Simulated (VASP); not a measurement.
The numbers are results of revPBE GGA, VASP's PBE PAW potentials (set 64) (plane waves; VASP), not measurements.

The input files of a VASP run:

POSCAR:
```
Cd
1.0
  1.4900000000  -2.5807560000   0.0000000000
  1.4900000000   2.5807560000   0.0000000000
  0.0000000000   0.0000000000   5.6200000000
Cd
2
direct
  0.3333330000   0.6666670000   0.2500000000
  0.6666670000   0.3333330000   0.7500000000
```

**INCAR**
```
EDIFF  =  1E-6   # SCF stop (eV)
NSW  =  60
LWAVE  =  .FALSE.
ISIF  =  3   # ions, shape and volume
LREAL  =  .FALSE.   # projection in real space or not
IBRION  =  2   # conjugate gradients
LCHARG  =  .FALSE.
PREC  =  Accurate
ALGO  =  Normal   # blocked Davidson
ISMEAR  =  1
LASPH  =  .TRUE.   # aspherical one-centre terms
ENCUT  =  520   # plane-wave cut-off (eV)
SYSTEM  =  Cd
SIGMA  =  0.1
EDIFFG  =  -0.01
GGA  =  RE
NELM  =  100
LMAXMIX  =  4   # l cut-off of mixed one-centre charges
```

KPOINTS:
```
kpoints
0
Gamma
  13 13 6
```

POTCAR, in this order: Cd (PBE.64 set). Program: vasp_std.

Output of the run:

OSZICAR:
```
       N       E                     dE             d eps       ncg     rms          rms(c)
DAV:   1     0.166287921872E+03    0.16629E+03   -0.13466E+04  2696   0.150E+03
DAV:   2     0.256266839418E+01   -0.16373E+03   -0.16049E+03  2736   0.373E+02
DAV:   3    -0.852248340145E+00   -0.34149E+01   -0.34109E+01  3320   0.641E+01
DAV:   4    -0.856393074499E+00   -0.41447E-02   -0.41446E-02  3168   0.195E+00
DAV:   5    -0.856404134700E+00   -0.11060E-04   -0.11060E-04  3240   0.936E-02    0.467E+00
DAV:   6    -0.785880826768E+00    0.70523E-01   -0.23115E-01  2944   0.627E+00    0.365E+00
DAV:   7    -0.786840217942E+00   -0.95939E-03   -0.35293E-02  3176   0.204E+00    0.149E+00
DAV:   8    -0.787979335915E+00   -0.11391E-02   -0.43054E-03  2976   0.920E-01    0.937E-02
DAV:   9    -0.788048213914E+00   -0.68878E-04   -0.32288E-05  3488   0.661E-02    0.352E-02
DAV:  10    -0.788101032566E+00   -0.52819E-04   -0.53255E-05  2960   0.809E-02    0.413E-03
DAV:  11    -0.788100925731E+00    0.10684E-06   -0.52395E-08  2224   0.273E-03
   1 F= -.78810093E+00 E0= -.78793154E+00  d E =-.788101E+00
       N       E                     dE             d eps       ncg     rms          rms(c)
DAV:   1    -0.351825952337E+01   -0.27302E+01   -0.57506E+01  2696   0.103E+02    0.158E+01
DAV:   2    -0.112301705536E+01    0.23952E+01   -0.59589E+00  2768   0.334E+01    0.494E+00
DAV:   3    -0.912177363298E+00    0.21084E+00   -0.34316E-01  2960   0.710E+00    0.441E+00
DAV:   4    -0.853778181429E+00    0.58399E-01   -0.46995E-02  2920   0.206E+00    0.100E+00
DAV:   5    -0.852010360805E+00    0.17678E-02   -0.36831E-03  3096   0.497E-01    0.137E-01
DAV:   6    -0.852188596633E+00   -0.17824E-03   -0.26256E-04  3032   0.147E-01    0.295E-02
DAV:   7    -0.852190666132E+00   -0.20695E-05   -0.23332E-05  3152   0.623E-02    0.381E-03
DAV:   8    -0.852191270915E+00   -0.60478E-06   -0.57818E-07  1736   0.736E-03
   2 F= -.85219127E+00 E0= -.85214216E+00  d E =-.640903E-01
       N       E                     dE             d eps       ncg     rms          rms(c)
DAV:   1    -0.855427132565E+00   -0.32365E-02   -0.63725E-02  2688   0.328E+00    0.421E-01
DAV:   2    -0.852549575185E+00    0.28776E-02   -0.81500E-03  2696   0.120E+00    0.123E-01
DAV:   3    -0.852352058404E+00    0.19752E-03   -0.39362E-04  3000   0.223E-01    0.103E-01
DAV:   4    -0.852293142215E+00    0.58916E-04   -0.41533E-05  2792   0.511E-02    0.795E-03
DAV:   5    -0.852292707991E+00    0.43422E-06   -0.14123E-06  2304   0.130E-02
   3 F= -.85229271E+00 E0= -.85225032E+00  d E =-.641918E-01
       N       E                     dE             d eps       ncg     rms          rms(c)
DAV:   1    -0.853933571470E+00   -0.16404E-02   -0.63426E-02  2864   0.240E+00    0.225E-01
DAV:   2    -0.852824704190E+00    0.11089E-02   -0.15147E-03  2920   0.538E-01    0.107E-01
DAV:   3    -0.852471044942E+00    0.35366E-03   -0.33955E-04  2896   0.186E-01    0.557E-02
DAV:   4    -0.852405663643E+00    0.65381E-04   -0.10924E-04  3000   0.103E-01    0.172E-02
DAV:   5    -0.852405737921E+00   -0.74278E-07   -0.96137E-06  3008   0.365E-02
   4 F= -.85240574E+00 E0= -.85240200E+00  d E =-.113030E-03
       N       E                     dE             d eps       ncg     rms          rms(c)
DAV:   1    -0.852437944668E+00   -0.32281E-04   -0.11290E-03  2848   0.321E-01    0.280E-02
DAV:   2    -0.852420336423E+00    0.17608E-04   -0.23873E-05  2920   0.681E-02    0.138E-02
DAV:   3    -0.852414093087E+00    0.62433E-05   -0.58169E-06  2864   0.245E-02    0.722E-03
DAV:   4    -0.852412636264E+00    0.14568E-05   -0.17931E-06  2064   0.134E-02    0.230E-03
DAV:   5    -0.852412648092E+00   -0.11828E-07   -0.22408E-07  1368   0.584E-03
   5 F= -.85241265E+00 E0= -.85241500E+00  d E =-.119940E-03
```

File OUTCAR:
```
------------------------ aborting loop because EDIFF is reached ----------------------------------------
  FORCE on cell =-STRESS in cart. coord.  units (eV):
  Direction    XX          YY          ZZ          XY          YZ          ZX
  --------------------------------------------------------------------------------------
  Total       -0.0017126     -0.0017126      0.0149171      0.0000000     -0.0000000     -0.0000000
  in kB       -0.0574489     -0.0574490      0.5004031      0.0000000     -0.0000000     -0.0000000
  external PRESSURE =       0.1285017 kB  Pullay stress =       0.0000000 kB
  volume of cell :       47.76
      direct lattice vectors                 reciprocal lattice vectors
     1.545776409 -2.677363608 -0.000000000     0.323462046 -0.186750876  0.000000000
     1.545776409  2.677363608  0.000000000     0.323462046  0.186750876  0.000000000
    -0.000000000 -0.000000000  5.770211233    -0.000000000 -0.000000000  0.173303881
 POSITION                                       TOTAL-FORCE (eV/Angst)
 -----------------------------------------------------------------------------------
      1.54578      0.89246      1.44255         0.000000     -0.000000     -0.000000
      1.54578     -0.89246      4.32766        -0.000000      0.000000      0.000000
 -----------------------------------------------------------------------------------
    total drift:                               -0.000000      0.000217      0.000001
  FREE ENERGIE OF THE ION-ELECTRON SYSTEM (eV)
  ---------------------------------------------------
  free  energy   TOTEN  =        -0.8524126481 eV

  energy  without entropy=       -0.8524196967  energy(sigma->0) =       -0.85241500

 reached required accuracy - stopping structural energy minimisation
```
(Selected blocks of OUTCAR.)

**CONTCAR**
```
Cd
   1.00000000000000
     1.5457764092282960   -2.6773636079292924   -0.0000000000000000
     1.5457764092282960    2.6773636079292924    0.0000000000000000
    -0.0000000000000000   -0.0000000000000000    5.7702112327355470
  Cd
     2
Direct
     0.3333330000000032    0.6666669999999968    0.2500000000000000
     0.6666669999999968    0.3333330000000032    0.7500000000000000
```

Energy and stress use the plane-wave basis of the starting cell.

The compound is Cd in the hcp structure. This run relaxes it. Symmetry was kept, so distortions that lower it aren't found.
